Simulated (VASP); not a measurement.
Method: PBEsol GGA, VASP's PBE PAW potentials (set 64) (plane waves; VASP).

VASP ran on this input.

### INCAR
```
SYSTEM = F
PREC = Accurate
ENCUT = 520
EDIFF = 1E-6
NELM = 100
ALGO = Normal
LREAL = .FALSE.
LASPH = .TRUE.
ISMEAR = 1
SIGMA = 0.1
GGA = PS
LWAVE = .FALSE.
LCHARG = .FALSE.
IBRION = 2
ISIF = 3
NSW = 60
EDIFFG = -0.01
```

File POSCAR:
```
F
1
   -0.0000000000     1.6563518050     1.6563518050
    1.6563518050    -0.0000000000     1.6563518050
    1.6563518050     1.6563518050    -0.0000000000
F
1
Direct
  0.0000000000   1.0000000000   0.0000000000
```

File KPOINTS:
```
K-points
0
gamma
  17 17 17
```

POTCAR, in this order: F (PBE.64 set). Program: vasp_std.

What does the run give for the energy per atom (σ→0), volume per atom, band gap (on the k-mesh)?

The energy per atom (σ→0) is -0.924 eV/atom, the band gap (on the k-mesh) comes out as none (metal, semimetal or under 0.01 eV) and the volume per atom is 9.05 Å³/atom.

File OSZICAR:
```
...
   1 F= -.92403509E+00 E0= -.92396647E+00  d E =-.924035E+00
       N       E                     dE             d eps       ncg     rms          rms(c)
DAV:   1    -0.924979331524E+00   -0.94387E-03   -0.21782E-02  2310   0.180E+00    0.233E-01
DAV:   2    -0.924169132185E+00    0.81020E-03   -0.24489E-03  2338   0.515E-01    0.664E-02
DAV:   3    -0.924105689370E+00    0.63443E-04   -0.25437E-04  2317   0.166E-01    0.111E-02
DAV:   4    -0.924101302819E+00    0.43866E-05   -0.43424E-06  2366   0.286E-02    0.722E-04
DAV:   5    -0.924101389892E+00   -0.87074E-07   -0.24257E-08  1176   0.215E-03
   2 F= -.92410139E+00 E0= -.92403461E+00  d E =-.662950E-04
```

The structure was generated: F was put into the fcc type (Fm-3m), which need not be its known phase. This run relaxes it. Symmetry was kept, so distortions that lower it aren't found. The start is the result of an earlier pass.
